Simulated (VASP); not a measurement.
Computed with revPBE GGA, VASP's PBE PAW potentials (set 64) (plane waves; VASP 6.6.1).

VASP ran on this input.

INCAR:
```
# general
SYSTEM=LiF
PREC  =Accurate
ENCUT =520
LREAL =.False.   # projection in real space or not
LASPH =.True.   # aspherical one-centre terms

# electronic loop
EDIFF =1E-7   # SCF stop (eV)
NELM  =100
ALGO  =Normal   # blocked Davidson

# smearing
ISMEAR=0   # Gaussian
SIGMA =0.05

# functional
GGA   =RE   # revPBE

# ions
ISIF  =2   # forces and stress, cell fixed

# output
LWAVE =.False.
LCHARG=.False.
```

### KPOINTS
```
Regular mesh
0
Gamma
 11 11 11
```

### POSCAR
```
LiF
2.0852610
  0.0000000000   1.0000000222   1.0000000222
  1.0000000222   0.0000000000   1.0000000222
  1.0000000222   1.0000000222   0.0000000000
Li F
1 1
Direct
  0.0000000000   0.0000000000   0.0000000000
  0.5000000000   0.5000000000   0.5000000000
```

POTCAR, in this order: Li_sv F (PBE.64 set). Program: vasp_std.

Output

OSZICAR:
```
       N       E                     dE             d eps       ncg     rms          rms(c)
DAV:   1     0.333958304279E+02    0.33396E+02   -0.55079E+03  1058   0.111E+03
DAV:   2    -0.866321782414E+01   -0.42059E+02   -0.40511E+02  1068   0.205E+02
DAV:   3    -0.972661158247E+01   -0.10634E+01   -0.10618E+01  1344   0.325E+01
DAV:   4    -0.973775467274E+01   -0.11143E-01   -0.11137E-01  1318   0.310E+00
DAV:   5    -0.973782326078E+01   -0.68588E-04   -0.68588E-04  1334   0.175E-01    0.468E+00
DAV:   6    -0.919107102329E+01    0.54675E+00   -0.30879E+00  1038   0.135E+01    0.150E+00
DAV:   7    -0.920364190217E+01   -0.12571E-01   -0.20921E-02  1218   0.165E+00    0.911E-01
DAV:   8    -0.921970649419E+01   -0.16065E-01   -0.29860E-02  1323   0.213E+00    0.118E-01
DAV:   9    -0.921996693646E+01   -0.26044E-03   -0.13623E-03  1129   0.391E-01    0.496E-02
DAV:  10    -0.922011571342E+01   -0.14878E-03   -0.37784E-04  1149   0.176E-01    0.974E-03
DAV:  11    -0.922012216323E+01   -0.64498E-05   -0.62874E-06  1414   0.300E-02    0.367E-03
DAV:  12    -0.922012139753E+01    0.76570E-06   -0.15546E-06  1112   0.143E-02    0.113E-03
DAV:  13    -0.922012152927E+01   -0.13174E-06   -0.10273E-07  1138   0.284E-03    0.110E-04
DAV:  14    -0.922012156388E+01   -0.34616E-07   -0.31666E-09   577   0.696E-04
   1 F= -.92201216E+01 E0= -.92201216E+01  d E =-.694066E-18
```

File OUTCAR:
```
------------------------ aborting loop because EDIFF is reached ----------------------------------------
  FORCE on cell =-STRESS in cart. coord.  units (eV):
  Direction    XX          YY          ZZ          XY          YZ          ZX
  --------------------------------------------------------------------------------------
  Total       -0.1816331     -0.1816331     -0.1816331      0.0000000      0.0000000      0.0000000
  in kB      -16.0470194    -16.0470194    -16.0470194      0.0000000      0.0000000      0.0000000
  external PRESSURE =     -16.0470194 kB  Pullay stress =       0.0000000 kB
  volume of cell :       18.13
      direct lattice vectors                 reciprocal lattice vectors
     0.000000000  2.085261046  2.085261046    -0.239778133  0.239778133  0.239778133
     2.085261046  0.000000000  2.085261046     0.239778133 -0.239778133  0.239778133
     2.085261046  2.085261046  0.000000000     0.239778133  0.239778133 -0.239778133
  FREE ENERGIE OF THE ION-ELECTRON SYSTEM (eV)
  ---------------------------------------------------
  free  energy   TOTEN  =        -9.2201215639 eV

  energy  without entropy=       -9.2201215639  energy(sigma->0) =       -9.22012156
```
(Selected blocks of OUTCAR.)

The compound is LiF in the rock salt structure. This cell is one point of a volume scan, at 1.03 of the reference volume.
